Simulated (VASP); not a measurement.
Level of theory: PBE GGA, VASP's PBE PAW potentials (set 64) (plane waves; VASP 6.6.1).

Input for VASP

POSCAR:
```
Ag
1
    0.0000000000     2.0141620017     2.0141620017
    2.0141620017     0.0000000000     2.0141620017
    2.0141620017     2.0141620017    -0.0000000000
Ag
1
Direct
  0.0000000000   0.0000000000   0.0000000000
```

File KPOINTS:
```
K-points
0
G
16 16 16
```

### INCAR
```
SYSTEM = Ag
PREC = Accurate
ENCUT = 500
EDIFF = 1E-6
NELM = 100
ALGO = Normal
LREAL = .FALSE.
LASPH = .TRUE.
ISMEAR = 1
SIGMA = 0.1
GGA = PE
LMAXMIX = 4
LWAVE = .FALSE.
LCHARG = .FALSE.
IBRION = 2
ISIF = 3
NSW = 40
EDIFFG = -0.02
PSTRESS = 100
```

POTCAR, in this order: Ag (PBE.64 set). Program: vasp_std.

The run wrote:

File OSZICAR:
```
       N       E                     dE             d eps       ncg     rms          rms(c)
DAV:   1     0.436834232928E+02    0.43683E+02   -0.56683E+03  2666   0.108E+03
DAV:   2    -0.258241506864E+01   -0.46266E+02   -0.44369E+02  2714   0.209E+02
DAV:   3    -0.294279797248E+01   -0.36038E+00   -0.36025E+00  3004   0.224E+01
DAV:   4    -0.294357032596E+01   -0.77235E-03   -0.77234E-03  2925   0.991E-01
DAV:   5    -0.294357516481E+01   -0.48388E-05   -0.48382E-05  2854   0.725E-02    0.589E+00
DAV:   6    -0.268991801699E+01    0.25366E+00   -0.11331E+00  2650   0.117E+01    0.373E+00
DAV:   7    -0.267932326304E+01    0.10595E-01   -0.15773E-02  2815   0.137E+00    0.204E+00
DAV:   8    -0.267594988792E+01    0.33734E-02   -0.68525E-04  2697   0.246E-01    0.910E-02
DAV:   9    -0.267595593118E+01   -0.60433E-05   -0.60642E-06  3023   0.246E-02    0.144E-02
DAV:  10    -0.267596226961E+01   -0.63384E-05   -0.34793E-06  2861   0.228E-02    0.666E-03
DAV:  11    -0.267596176973E+01    0.49988E-06   -0.68125E-08  1378   0.287E-03
   1 F= -.16559560E+01 E0= -.16557060E+01  d E =-.165596E+01
```

### OUTCAR
```
------------------------ aborting loop because EDIFF is reached ----------------------------------------
  FORCE on cell =-STRESS in cart. coord.  units (eV):
  Direction    XX          YY          ZZ          XY          YZ          ZX
  --------------------------------------------------------------------------------------
  Total        1.0352501      1.0352501      1.0352501      0.0000000      0.0000000     -0.0000000
  in kB      101.4945388    101.4945388    101.4945388      0.0000000      0.0000000     -0.0000000
  external PRESSURE =       1.4945388 kB  Pullay stress =     100.0000000 kB
  volume of cell :       16.34
      direct lattice vectors                 reciprocal lattice vectors
     0.000000000  2.014162002  2.014162002    -0.248242197  0.248242197  0.248242197
     2.014162002  0.000000000  2.014162002     0.248242197 -0.248242197  0.248242197
     2.014162002  2.014162002  0.000000000     0.248242197  0.248242197 -0.248242197
 POSITION                                       TOTAL-FORCE (eV/Angst)
 -----------------------------------------------------------------------------------
      0.00000      0.00000      0.00000         0.000000      0.000000      0.000000
 -----------------------------------------------------------------------------------
    total drift:                               -0.000000      0.000000      0.000000
  FREE ENERGIE OF THE ION-ELECTRON SYSTEM (eV)
  ---------------------------------------------------
  free  energy   TOTEN  =        -2.6759617697 eV

  energy  without entropy=       -2.6752116761  energy(sigma->0) =       -2.67571174
  enthalpy is  TOTEN    =        -1.6559560461 eV   P V=        1.0200057237

 reached required accuracy - stopping structural energy minimisation
```
(Selected blocks of OUTCAR.)

The compound is Ag in the fcc structure. It was relaxed first under an external pressure of 10 GPa.
